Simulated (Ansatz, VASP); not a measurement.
# Al2CoO4: VASP beside Ansatz

Wanted: the spread between two codes on one cell, functional and k mesh. The cell is taken from a series of runs on this material, whose earlier steps may have relaxed, scaled, displaced or heated it; both programs get it as it stands.

Method: plane waves, with VASP 6.6.1 beside it; relaxation of cell and atoms at LDA, DFT+U, in Ansatz 0.2.0.

In doubt: warnings of the run leave room for a lower electronic state, so energies may not be the lowest and differences between runs may mislead.

### 1. Set-up

It takes space group Fd-3m (No. 227, cubic). The conventional cell has a = 8.023 Å, b = 8.023 Å, c = 8.023 Å, α = 90.00°, β = 90.00°, γ = 90.00°. Nearest to Al lie 6 O at 1.90 Å. Co has 4 O at 1.93 Å nearest. O has 3 Al at 1.90 Å and 1 Co at 1.93 Å nearest. Farther neighbours and most contacts between anions are not listed.

### 2. Ansatz: relaxation of cell and atoms, LDA, DFT+U

Ansatz runs on its default PAW (the set named soft_2) files.

The relaxed volume is the usual yardstick between codes: in a stiff, nearly cubic crystal its relative difference is about their pressure difference at one cell divided by the bulk modulus.

Input file input.yaml:

```yaml
crystal:
  lattice:
    - [0.0, 4.011616915, 4.011616915]
    - [4.011616915, 0.0, 4.011616915]
    - [4.011616915, 4.011616915, 0.0]
  atoms:
    - { symbol: Al, position: [0.625, 0.125, 0.625] }
    - { symbol: Al, position: [0.125, 0.625, 0.625] }
    - { symbol: Al, position: [0.625, 0.625, 0.125] }
    - { symbol: Al, position: [0.625, 0.625, 0.625] }
    - { symbol: Co, position: [0.0, 0.0, 0.0], spin: 2.63 }
    - { symbol: Co, position: [0.25, 0.25, 0.25], spin: 2.63 }
    - { symbol: O, position: [0.3890729577, 0.8327811269, 0.3890729577] }
    - { symbol: O, position: [0.8609270423, 0.8609270423, 0.8609270423] }
    - { symbol: O, position: [0.3890729577, 0.3890729577, 0.8327811269] }
    - { symbol: O, position: [0.8327811269, 0.3890729577, 0.3890729577] }
    - { symbol: O, position: [0.4172188731, 0.8609270423, 0.8609270423] }
    - { symbol: O, position: [0.8609270423, 0.8609270423, 0.4172188731] }
    - { symbol: O, position: [0.3890729577, 0.3890729577, 0.3890729577] }
    - { symbol: O, position: [0.8609270423, 0.4172188731, 0.8609270423] }
kpoints:
  mp_grid: { grid: [6, 6, 6] }
hamiltonian:
  xc: lda
  hubbard: { sites: [{ species: Co, l: d, u_eff: 3.32 }] }
scf:
  occupations: { method: gaussian, width: 0.02 }
output:
  forces: true
  stress: true
  eigenvalues: true
  populations: true
magnetization:
  spin_polarized: true
relax:
  adjacent_minimum: "off"
  f_tol: 0.001
  max_steps: 60
  cell: { stress_tol: 0.01 }
```

On the command line:

```console
ansatz run input.yaml --threads 16 --pin off --max-ram 61440MiB --backend cuda --events-out ev --progress --plain --runs-dir out
```

Numbers of over 12 decimals in the logs are rounded to 6 here.

Log:

```text
Al: projections on atomic orbitals take those of the free atom [Ne] 3s2 3p1, of charge +0.00 (hamiltonian.pseudopotentials.projection_atoms); the dataset's partial waves leave at most 3.3e-8 of an orbital's norm unspanned inside its sphere
Co: projections on atomic orbitals take those of the free atom [Ne] 3s2 3p6 3d7 4s2, of charge +0.00 (hamiltonian.pseudopotentials.projection_atoms); the dataset's partial waves leave at most 1.4e-6 of an orbital's norm unspanned inside its sphere
O: projections on atomic orbitals take those of the free atom [He] 2s2 2p4, of charge +0.00 (hamiltonian.pseudopotentials.projection_atoms); the dataset's partial waves leave at most 1.9e-8 of an orbital's norm unspanned inside its sphere
Engine: ansatz 0.2.0, aarch64-unknown-linux-gnu
Pseudopotentials: kind: paw
Pseudopotential: Al, paw, valence charge 3, recommended cutoff 420 eV (normal), Al.paw.azcp
Pseudopotential: Co, paw, valence charge 17, recommended cutoff 420 eV (normal), Co.paw.azcp
Pseudopotential: O, paw, valence charge 6, recommended cutoff 420 eV (normal), O.paw.azcp
Functional definition: SPW92
  exchange = slater_x
  correlation = pw_c
device memory: the entry about to start is reckoned to put 16.2 GiB on a device that reports 182.5 GiB free
GPU FFT provider: cuFFT
GPU libraries: cuBLAS 13.8.1, cuFFT 12.4.0, cuSOLVER 12.3.2
GPU matrix products: emulated (plane waves: as basis.precision tells), large ones in fixed point in workspaces of 1.00 GiB
Crystal: 14 atoms, lattice volume = 129.118 Å³
Basis set: ecut = 420 eV, 2565 PW (Γ)
Bands: 64, of which v1, the nominal top of the filled ones, is band 47 counted from 1 (46 counted from 0)
Symmetry: 48 space group operations
Space group: Fd-3m (ITA 227), of the structure as read, at distance tolerance 5.1e-5 Å
Magnetic group: BNS 227.128 (UNI 1630), of the structure as read, at distance tolerance 5.1e-5 Å
k-points: 16 of 216
Non-local potential: Al, projectors of the file, l = 0: 2, l = 1: 2, l = 2: 1
Non-local potential: Co, projectors of the file, l = 0: 3, l = 1: 2, l = 2: 3, l = 3: 1
Non-local potential: O, projectors of the file, l = 0: 2, l = 1: 2, l = 2: 1
PAW form: soft (Blöchl's): semilocal exchange-correlation on the pseudo side does not see the compensation charge
PAW frozen core: Al, regenerated for the run's functional, and the local potential with it (the file was generated under x = pbe(κ = 0.804, μ = 0.219515), c = pbe(β = 0.066725))
PAW frozen core: Co, regenerated for the run's functional, and the local potential with it (the file was generated under x = pbe(κ = 0.804, μ = 0.219515), c = pbe(β = 0.066725))
PAW frozen core: O, regenerated for the run's functional, and the local potential with it (the file was generated under x = pbe(κ = 0.804, μ = 0.219515), c = pbe(β = 0.066725))
PAW one-centre angular grid: Al, 110 points (default); XC on 64 Gauss nodes
PAW one-centre angular grid: Co, 590 points (default); XC on 64 Gauss nodes
PAW one-centre angular grid: O, 110 points (default); XC on 64 Gauss nodes
Initial density: superposition of atomic densities (chi_scale 0.1, normalization cell, long waves kept (reshape's long-wave potential 0.22 eV rms))
Starting moments: Σ|m| = 5.26 μB on 2 of 14 sites
Initial wavefunctions: pseudopotential atomic-orbital guess
GPU buffer pool allocated for 64000 grid points (all kernels)
GPU transforms: local potential and band sums: pruned to the plane-wave sphere, on 40×40×40
Functional: x = slater, c = lda
SCF iter   1: F=—  HF=-16650.353440 eV  |F-HF|=—  |Δ(HF+E_count)|=         —  Δρ=3.35e-1 (↑9.29e-2 ↓3.35e-1)  dr2=2.06e2  dr2_m=1.80e1  M=2.227 μB ∫|m|=2.228 μB  β_m=0.30  ethr=3.10e-3  ⟨swp⟩=6.7  Hψ=8414  notcnv=0  defer=27
preconditioner: auto → Kerker (q_TF=auto, 2.588 Å⁻¹)  [metal: Δε(μ)=0.007 eV  Ē_g=15.605 eV  σ=0.020 eV  W_gap=0.19  n_scr=26 (ndim 8)  ℏωp=28.9 eV  f_vac=0.000  D(μ)=17.22/eV (n_scr^D=258)]
spin=Collinear: Kerker preconditioning applied to the charge; magnetization (m = ρ↑ − ρ↓) channel mixes plain (no charge-response kernel on spin).
SCF iter   2: F=—  HF=-16631.990935 eV  |F-HF|=—  |Δ(HF+E_count)|=    1.84e1  Δρ=1.04e-1 (↑5.21e-2 ↓1.04e-1)  dr2=1.18e1  dr2_m=2.77e0  M=6.000 μB ∫|m|=6.010 μB  β_m=1.00  ethr=3.10e-3  ⟨swp⟩=4.0  Hψ=4703  notcnv=0  defer=387
preconditioner: auto → Resta (q_TF=auto, 2.588 Å⁻¹)  ε∞=4.6  [insulator: Δε(μ)=0.173 eV  Ē_g=15.180 eV  σ=0.020 eV  W_gap=1.00  n_scr=26 (ndim 8)  ℏωp=28.9 eV  f_vac=0.000  D(μ)=0.00/eV (n_scr^D=0)  ε∞_Penn≈4.6]
spin=Collinear: Resta preconditioning applied to the charge; magnetization (m = ρ↑ − ρ↓) channel mixes plain (no charge-response kernel on spin).
SCF iter   3: F=—  HF=-16630.070070 eV  |F-HF|=—  |Δ(HF+E_count)|=    1.92e0  Δρ=3.51e-2 (↑3.39e-2 ↓3.51e-2)  dr2=3.60e0  dr2_m=9.06e-3  M=6.000 μB ∫|m|=6.017 μB  β_m=1.00  ethr=3.10e-3  ⟨swp⟩=3.0  Hψ=4186  notcnv=0  defer=348
[...]
WARN: an SCF from antiferromagnetic starting moments (0.00, 0.00, 0.00, 0.00, -2.63, 2.63, 0.00, 0.00, 0.00, 0.00, 0.00, 0.00, 0.00, 0.00 Bohr magnetons, atom by atom) was not made, by what the run has read of turns of its moments that order reads lower: the deck asks for what bars it, or types moments that do (magnetization.spin_polarized, in the input reference, names some of the keys), or the run goes by scf.lower_state_search: light, the default, which as a rule tries one only behind a close that has lost an order of both signs, or on which an open d or half-filled 4f shell of a PAW file has lost a moment that was set nearer to Hund's than to what is left; [rest of the remark cut]
SCF converged after 5 iterations
Magnetization: 6.0000 μB (50.0000 up, 44.0000 down)
Absolute magnetization: 6.0111 μB (∫|ρ↑−ρ↓|, with the PAW one-centre terms)
Spin contamination: 0.0091 ħ² per cell (⟨S²⟩ above its minimum at these occupations)
Per-site moments (μB) at R_I (Å): [(0.00327488, 0.783589), (0.00327488, 0.783589), (0.00327488, 0.783589), (0.00327488, 0.783589), (2.393811, 0.797210), (2.393811, 0.797210), (0.056960, 0.783589), (0.056960, 0.783589), (0.056960, 0.783589), (0.056960, 0.783589), (0.056960, 0.783589), (0.056960, 0.783589), (0.056960, 0.783589), (0.056960, 0.783589)]
Free energy (F): -16631.260125 eV
Harris-Foulkes:  -16631.260125 eV  (|F-HF|=3.64e-12)
Internal energy: -16631.260125 eV  (E = F + TS)
E sigma→0 (E₀):  -16631.260125 eV
Fermi energy:    10.413328 eV
--- Per-component energies (eV) ---
  E_band       = -712.114734
  E_kinetic    = 2416.992736
  E_local      = -10612.767544  (includes V_loc(G=0)·N_el)
  E_nonlocal   = 1379.281619
  E_hartree    = 4351.958200
  E_xc         = -1056.964451
  E_vxc        = -1278.065961  (∫ρ·V_xc dr)
  E_hubbard    = 1.211177  (on-site DFT+U / exact-exchange correction)
  E_vhub       = -21.868620  (the Hubbard potential's part of the band-sum identity)
  E_paw        = -5865.702070  (= ΣΔE_a)
  E_vpaw       = -1299.623722  (= ΣTr[D̂ρ^β])
  E_aug_tail   = 0.020339  (compensation charges beyond the density's cutoff)
  E_ewald      = -7247.124870
  E_core_change = 1.834739  (= ΣΔE_core)
  E_smearing   = -0.000000  (= −TS)
  E_closure    = -0.000000  (closes the sum)
  Σ components = -16631.260125   (vs F -16631.260125, Δ=0.00e0)
--- Forces (eV/Å), atoms counted from 1 ---
  atom   1  Al    -0.00000000    -0.00000000    -0.00000000
  atom   2  Al    -0.00000000     0.00000000     0.00000000
  atom   3  Al    -0.00000000     0.00000000     0.00000000
  atom   4  Al    -0.00000000    -0.00000000    -0.00000000
  atom   5  Co    -0.00000000     0.00000000     0.00000000
  atom   6  Co     0.00000000    -0.00000000    -0.00000000
  atom   7  O     -0.00005048     0.00005048    -0.00005048
  atom   8  O     -0.00005048    -0.00005048    -0.00005048
  atom   9  O     -0.00005048    -0.00005048     0.00005048
  atom  10  O      0.00005048    -0.00005048    -0.00005048
  atom  11  O     -0.00005048     0.00005048     0.00005048
  atom  12  O      0.00005048     0.00005048    -0.00005048
  atom  13  O      0.00005048     0.00005048     0.00005048
  atom  14  O      0.00005048    -0.00005048     0.00005048
  max |Σ_I F_I| component: 8.98e-18 eV/Å
--- Stress (GPa, compression-positive) ---
       -0.005612       0.000000      -0.000000
       -0.000000      -0.005612      -0.000000
       -0.000000      -0.000000      -0.005612
  P = ⅓ Tr σ = -0.0056 GPa (-0.056 kbar)
--- Band table (eV; the first three rows and the last of 32) ---
  k-point 0 ↑: bands = [... 43 lower, 7.3989, 8.3023, 8.3023, 8.3023, 8.8420, 8.8420, 8.8420, 12.7757, ... 13 higher]
  k-point 1 ↑: bands = [... 43 lower, 7.4823, 8.0960, 8.3087, 8.3087, 8.3817, 8.7915, 8.7915, 13.2230, ... 13 higher]
  k-point 2 ↑: bands = [... 43 lower, 7.5641, 7.6235, 7.6235, 8.3335, 8.3335, 8.6443, 8.6443, 14.1698, ... 13 higher]
  k-point 15 ↓: bands = [... 43 lower, 8.9828, 11.9120, 11.9120, 12.1218, 12.1218, 12.5019, 12.5019, 16.3748, ... 13 higher]
Occupation matrices written to <dir>
--- Relaxed structure (2 steps of the walk, 2 accepted, 1 SCFs on fresh bases) ---
  F+E_penalty+E_count = -16631.26012534 eV   max|allowed force component| = 5.048e-5 eV/Å   (the final SCF, on the basis selected at the relaxed cell)
  cell:  # Å, volume = 129.1156 Å³
    - [0, 4.011587, 4.011587]
    - [4.011587, 0, 4.011587]
    - [4.011587, 4.011587, 0]
  atoms:
    - { symbol: Al, position: [0.625, 0.125, 0.625] }
    - { symbol: Al, position: [0.125, 0.625, 0.625] }
    - { symbol: Al, position: [0.625, 0.625, 0.125] }
    - { symbol: Al, position: [0.625, 0.625, 0.625] }
    - { symbol: Co, position: [0, 0, 0] }
    - { symbol: Co, position: [0.25, 0.25, 0.25] }
    - { symbol: O, position: [0.389073, 0.832782, 0.389073] }
    - { symbol: O, position: [0.860927, 0.860927, 0.860927] }
    - { symbol: O, position: [0.389073, 0.389073, 0.832782] }
    - { symbol: O, position: [0.832782, 0.389073, 0.389073] }
    - { symbol: O, position: [0.417218, 0.860927, 0.860927] }
    - { symbol: O, position: [0.860927, 0.860927, 0.417218] }
    - { symbol: O, position: [0.389073, 0.389073, 0.389073] }
    - { symbol: O, position: [0.860927, 0.417218, 0.860927] }
--- Löwdin populations: 14 sites ---
  site symbol       q [e]    m [muB]
     0     Al      1.8209     0.0035
     1     Al      1.8209     0.0035
     2     Al      1.8209     0.0035
     3     Al      1.8209     0.0035
     4     Co     15.7529     2.6091
     5     Co     15.7529     2.6091
     6      O      6.8190     0.0866
     7      O      6.8190     0.0866
     8      O      6.8190     0.0866
     9      O      6.8190     0.0866
    10      O      6.8190     0.0866
    11      O      6.8190     0.0866
    12      O      6.8190     0.0866
    13      O      6.8190     0.0866
  spilling = 0.007005 (of n_electrons = 94.000000)
```

Reading the cycles: dr2 is the Hartree energy of the density residual (eV), the measure of convergence; HF is the Harris–Foulkes estimate of the energy, which meets the free energy F at convergence.

[end of part 1 of 2]

[Lines on the potential files, build, host, timing and source positions are cut from VASP's logs without a mark.]

[Logs are printed without paths, hosts, clocks, repeated set-up lines and the standing remarks that a program may print on its own settings, such as how far it seeks lower states.]

[Hosts, paths, dates, database ids (printed as entryN), source tags and the programs' standing remarks are cut or masked in the printed files.]
